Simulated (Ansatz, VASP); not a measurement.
**Two plane-wave programs on SnW3**

INCAR

```
SYSTEM = SnW3
PREC     = Accurate       ! precision mode
ENCUT    = 520            ! plane-wave cutoff, eV
EDIFF    = 1E-7           ! SCF threshold, eV
ISMEAR   = 0              ! smearing method
SIGMA    = 0.05           ! smearing width, eV
LREAL    = .False.        ! projectors in reciprocal space
LASPH    = .True.         ! aspherical terms in the spheres
NELM     = 100            ! most SCF steps
ALGO     = Normal         ! electronic algorithm
ISIF     = 2              ! what is computed and relaxed
LWAVE    = .False.        ! write WAVECAR
LCHARG   = .False.        ! write CHGCAR
GGA      = PS             ! functional
NBANDS   = 36             ! bands
```

KPOINTS

```
regular mesh
0
Gamma
  8 8 8
  0 0 0
```

POSCAR

```
SnW3
1.0
    4.0241622052      0.0000000000      0.0000000000
    0.0000000000      4.0241622052      0.0000000000
    0.0000000000      0.0000000000      4.0241622052
W Sn
3 1
Direct
    0.0000000000      0.5000000000      0.5000000000
    0.5000000000      0.5000000000      0.0000000000
    0.5000000000      0.0000000000      0.5000000000
    0.0000000000      0.0000000000      0.0000000000
```

Input for Ansatz:

```yaml
crystal:
  lattice:
    - [4.0241622052, 0.0, 0.0]
    - [0.0, 4.0241622052, 0.0]
    - [0.0, 0.0, 4.0241622052]
  atoms:
    - { symbol: W, position: [0.0, 0.5, 0.5] }
    - { symbol: W, position: [0.5, 0.5, 0.0] }
    - { symbol: W, position: [0.5, 0.0, 0.5] }
    - { symbol: Sn, position: [0.0, 0.0, 0.0] }
basis:
  ecutwfc: 420
  ecutrho_ratio: 4
kpoints:
  mp_grid: { grid: [8, 8, 8] }
hamiltonian:
  xc: pbesol
scf:
  occupations: { method: gaussian, width: 0.05 }
output:
  forces: true
  stress: true
  eigenvalues: true
```

Alike in both runs: task single point; functional PBEsol; k mesh 8 × 8 × 8; occupations gaussian, width 0.05 eV; no spin polarisation.

```csv
,VASP,Ansatz
version,VASP 6.6.1,Ansatz 0.2.0
potentials or method,"VASP PAW PBE potentials, release 64 (W_sv, Sn_d)","scalar-relativistic, plane waves, PAW"
plane-wave cutoff (eV),520,420
valence electrons in the cell,56,56
```

Ansatz gave:

| Property | Result |
| --- | --- |
| gap on the k mesh at the Fermi level (eV) | none |
| pressure (GPa) | 5.3 |

Task: Which values does VASP return?

Result: gap on the k mesh at the Fermi level (eV): none; pressure (GPa): 5.7.

A gap of «none» marks a metal or a gap that the smearing closes. The functional is the same, so the differences come from potentials, cutoffs and numerics.

Caveats: the PAW data sets were made with another functional, which shifts forces and pressure a little (VASP). The runs have no spin-orbit coupling, so splittings on W are missing.
